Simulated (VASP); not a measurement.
A run of VASP 6.6.1 is set up as follows.

The input INCAR:

```
SYSTEM = PtSe2
ALGO = Normal
EDIFF = 1E-7
EDIFFG = -0.005
ENCUT = 600
GGA = PE
IBRION = 2
ISIF = 3
ISMEAR = 0
KPAR = 2
LASPH = .True.
LCHARG = .False.
LREAL = .False.
LWAVE = .False.
NELM = 80
NSW = 90
PREC = Accurate
SIGMA = 0.03
```

The input KPOINTS:

```
k-points
0
Gamma
  9 9 5
  0 0 0
```

POSCAR

```
PtSe2                                   
1.0
    3.7529271777      0.0000000000     -0.0000000000
   -1.8764635888      3.2501302744     -0.0000000000
    0.0000000000     -0.0000000000      6.3817144874
  Pt              Se            
     1     2
Direct
     1.0000000000000000    0.0000000000000000    0.0000000000000000
     0.3333333332999970    0.6666666667000030    0.2045453325937603
     0.6666666667000030    0.3333333332999970    0.7954546674062396
```

Potentials or basis: VASP PAW PBE potentials, release 64 (Pt, Se).

Command:

```console
$ cat potpaw_PBE.64/Pt/POTCAR potpaw_PBE.64/Se/POTCAR > POTCAR
$ mpirun -np 2 vasp_std > vasp.out
```

(1) Estimate the relaxed cell.

(2) Estimate the space group after relaxing (to 0.05 Å).

Answers

(1) a = 3.753 Å, b = 3.753 Å, c = 6.384 Å, α = 90.00°, β = 90.00°, γ = 120.00°.

(2) P-3m1 (No. 164).
